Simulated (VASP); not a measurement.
Level of theory: PBEsol GGA, VASP's PBE PAW potentials (set 64) (plane waves; VASP).

Input for VASP

KPOINTS:
```
Automatic mesh
0
Gamma
11 11 11
0 0 0
```

**POSCAR**
```
BBi
1
    3.2104865785    -0.0000000000    -0.0000000000
   -0.0000000000     3.2104865785    -0.0000000000
   -0.0000000000    -0.0000000000     3.2104865785
B Bi
1 1
Direct
  0.0000000000   0.0000000000   0.0000000000
  0.5000000000   0.5000000000   0.5000000000
```

**INCAR**
```
SYSTEM=BBi
PREC=Accurate; ENCUT=620; LREAL=F
LASPH=T
EDIFF=1E-6; NELM=100; ALGO=Normal
LMAXMIX=4
ISMEAR=1; SIGMA=0.1
GGA=PS
IBRION=2; NSW=40; ISIF=3
EDIFFG=-0.02; PSTRESS=100
LWAVE=F; LCHARG=F
```

POTCAR, in this order: B Bi_d (PBE.64 set). Program: vasp_std.

What VASP printed:

**OSZICAR**
```
       N       E                     dE             d eps       ncg     rms          rms(c)
DAV:   1     0.134979028930E+03    0.13498E+03   -0.11286E+04  1456   0.195E+03
DAV:   2    -0.178172205412E+00   -0.13516E+03   -0.13178E+03  1541   0.419E+02
DAV:   3    -0.822611238976E+01   -0.80479E+01   -0.78453E+01  1821   0.973E+01
DAV:   4    -0.841464761295E+01   -0.18854E+00   -0.18839E+00  1657   0.155E+01
DAV:   5    -0.842180215339E+01   -0.71545E-02   -0.71544E-02  1903   0.288E+00    0.200E+00
DAV:   6    -0.818372594907E+01    0.23808E+00   -0.57560E-01  1958   0.718E+00    0.676E-01
DAV:   7    -0.817581351270E+01    0.79124E-02   -0.76889E-02  1695   0.186E+00    0.328E-01
DAV:   8    -0.817360584354E+01    0.22077E-02   -0.52724E-03  1707   0.947E-01    0.588E-02
DAV:   9    -0.817338916760E+01    0.21668E-03   -0.69118E-04  1909   0.275E-01    0.185E-02
DAV:  10    -0.817339060857E+01   -0.14410E-05   -0.88828E-05  1651   0.948E-02    0.624E-03
DAV:  11    -0.817339031291E+01    0.29566E-06   -0.28255E-06  1447   0.206E-02
   1 F= -.61080007E+01 E0= -.61081714E+01  d E =-.610800E+01
```

OUTCAR:
```
------------------------ aborting loop because EDIFF is reached ----------------------------------------
  FORCE on cell =-STRESS in cart. coord.  units (eV):
  Direction    XX          YY          ZZ          XY          YZ          ZX
  --------------------------------------------------------------------------------------
  Total        2.0705828      2.0705828      2.0705828      0.0000000     -0.0000000      0.0000000
  in kB      100.2514355    100.2514355    100.2514355      0.0000000     -0.0000000      0.0000000
  external PRESSURE =       0.2514355 kB  Pullay stress =     100.0000000 kB
  volume of cell :       33.09
      direct lattice vectors                 reciprocal lattice vectors
     3.210486578  0.000000000  0.000000000     0.311479265  0.000000000  0.000000000
     0.000000000  3.210486578  0.000000000     0.000000000  0.311479265  0.000000000
     0.000000000  0.000000000  3.210486578     0.000000000  0.000000000  0.311479265
 POSITION                                       TOTAL-FORCE (eV/Angst)
 -----------------------------------------------------------------------------------
      0.00000      0.00000      0.00000         0.000000      0.000000      0.000000
      1.60524      1.60524      1.60524         0.000000      0.000000      0.000000
 -----------------------------------------------------------------------------------
    total drift:                                0.000000      0.000000      0.000000
  FREE ENERGIE OF THE ION-ELECTRON SYSTEM (eV)
  ---------------------------------------------------
  free  energy   TOTEN  =        -8.1733903129 eV

  energy  without entropy=       -8.1739025531  energy(sigma->0) =       -8.17356106
  enthalpy is  TOTEN    =        -6.1080006759 eV   P V=        2.0653896370

 reached required accuracy - stopping structural energy minimisation
```
(Selected blocks of OUTCAR.)

The structure was generated: BBi was put into the CsCl type type (Pm-3m), which need not be its known phase. It was relaxed first under an external pressure of 10 GPa. VASP warned that the highest band is occupied, so more bands are needed.
